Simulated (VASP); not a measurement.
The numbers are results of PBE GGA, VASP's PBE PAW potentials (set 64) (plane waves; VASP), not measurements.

Input for VASP

**POSCAR**
```
Y
1.0
  3.5697190000   0.0000000000   0.0000000000
 -1.7848590000   3.0914670000   0.0000000000
  0.0000000000   0.0000000000   5.7615770000
Y
2
Cart
  0.0010962368   2.0592014370   1.4523207144
  1.7837637632   1.0322655630   4.3092562856
```

### INCAR
```
! general
SYSTEM  = Y
PREC    = Accurate
ENCUT   = 300
LREAL   = .FALSE.
LASPH   = .TRUE.

! electronic loop
EDIFF   = 1E-6
NELM    = 100
ALGO    = Normal
LMAXMIX = 4

! smearing
ISMEAR  = 0
SIGMA   = 0.1

! functional
GGA     = PE

! spin
ISPIN   = 2

! ions
ISIF    = 2

! output
LWAVE   = .FALSE.
LCHARG  = .FALSE.
LORBIT  = 11
```

**KPOINTS**
```
Automatic mesh
0
Gamma
6 6 3
0 0 0
```

POTCAR, in this order: Y_sv (PBE.64 set). Program: vasp_std. The INCAR's line for the spin-polarised start is left out here.

The run has a spin-polarised start.

**Question.** Predict the energy per atom (σ→0), cell moment, largest force, band gap (on the k-mesh).

**Answer.** 
```yaml
energy per atom (σ→0): -6.434 eV/atom
cell_moment: 0.00 μB
band gap (on the k-mesh): none (metal, semimetal or under 0.01 eV)
largest_force: 0.078 eV/Å
```

### OSZICAR
```
...
DAV:  23    -0.128725762531E+02   -0.59083E-06   -0.62468E-05  6032   0.424E-02    0.126E-01
DAV:  24    -0.128725891843E+02   -0.12931E-04   -0.72067E-05  4144   0.335E-02    0.120E-01
DAV:  25    -0.128725064090E+02    0.82775E-04   -0.26522E-04  3648   0.497E-02    0.228E-01
DAV:  26    -0.128725810333E+02   -0.74624E-04   -0.15857E-04  3664   0.372E-02    0.114E-01
DAV:  27    -0.128725934230E+02   -0.12390E-04   -0.40022E-05  3400   0.199E-02    0.458E-02
DAV:  28    -0.128725954802E+02   -0.20572E-05   -0.20693E-05  3176   0.145E-02    0.740E-03
DAV:  29    -0.128725956650E+02   -0.18479E-06   -0.60662E-07  2416   0.434E-03
   1 F= -.12872596E+02 E0= -.12867371E+02  d E =-.104484E-01  mag=    -0.0003
```

The structure comes from a computed database's Y entry; how it stands against other phases isn't given here. The cell was not relaxed at this level, atoms are displaced from their ideal sites. The k-mesh is coarse (spacing up to 0.36 per Å, 2π included), so the numbers may not be converged in it.
